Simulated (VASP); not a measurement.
A convergence study with VASP on ZrN (space group no. 225 when undisturbed): a few settings are varied, all else stays as given below, so the limit is that of these other settings. One atom is moved off its site, so that forces are finite.

```
ZrN
1.0
    0.00000     2.28313     2.28313
    2.28313     0.00000     2.28313
    2.28313     2.28313     0.00000
Zr N
1 1
Direct
  0.01095   0.01095   0.98905
  0.50000   0.50000   0.50000
```

Level of theory: PBE GGA, VASP's PBE PAW potentials (set 64) (plane waves; VASP). The last row used: 400 eV cut-off, 18×18×18 Γ-centred mesh shifted by (0.5, 0.5, 0.5), Gaussian smearing of 0.10 eV, potentials Zr_sv N.

```
setting        E (eV/atom)  pressure (GPa)  irreducible k-points
-------------  -----------  --------------  --------------------
2×2×2 mesh        -10.0733            4.04                     3
3×3×3 mesh        -10.2596            1.39                    10
4×4×4 mesh        -10.1440            2.96                    20
5×5×5 mesh        -10.1766            2.36                    39
6×6×6 mesh        -10.1791            2.35                    63
7×7×7 mesh        -10.1694            2.52                   100
8×8×8 mesh        -10.1791               …                   144
9×9×9 mesh        -10.1730            2.43                   205
10×10×10 mesh     -10.1761            2.38                   275
11×11×11 mesh     -10.1762            2.37                   366
12×12×12 mesh     -10.1745            2.41                   468
13×13×13 mesh     -10.1767            2.37                   595
15×15×15 mesh            …            2.38                   904
16×16×16 mesh     -10.1758            2.38                  1088
18×18×18 mesh     -10.1759            2.38                  1539
```

Task: Fill in the missing entries.

Result: 
- 15×15×15 mesh, E (eV/atom): -10.1756
- 8×8×8 mesh, pressure (GPa): 2.31

Left out are rungs that failed or repeat a setting and relaxations that didn't move; long series are thinned to 24 rows.

The structure is a typed ZrN crystal (space group no. 225). The cell was not relaxed at this level, it is distorted from the ideal structure. The electron count is odd and the run is not spin-polarised, which forces a metal.
